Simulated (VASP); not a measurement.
Here is the system:

```xyz
2
Lattice="0.0000 3.2638 3.2638 3.2638 0.0000 3.2638 3.2638 3.2638 0.0000" Properties=species:S:1:pos:R:3 pbc="T T T"
Na     0.0000     0.0000     0.0000
I      3.2638     3.2638     3.2638
```

Method: PBE GGA, VASP's PBE PAW potentials (set 64) (plane waves; VASP). Numerical set-up: 520 eV cut-off, Gaussian smearing of 0.050 eV, potentials Na_pv I.

Unless said otherwise, spin-orbit coupling is left out, though it shifts the bands of the heavy elements here.

What does the run give for the band gap (along the path) with the smallest direct gap where there is one?

| Property | Result |
|---|---|
| band gap (along the path) | 3.58 eV |
| smallest direct gap (along the path) | 3.58 eV |

Only differences to runs with the same potentials and settings are physical.

The compound is NaI in the rock salt structure. It was relaxed first.
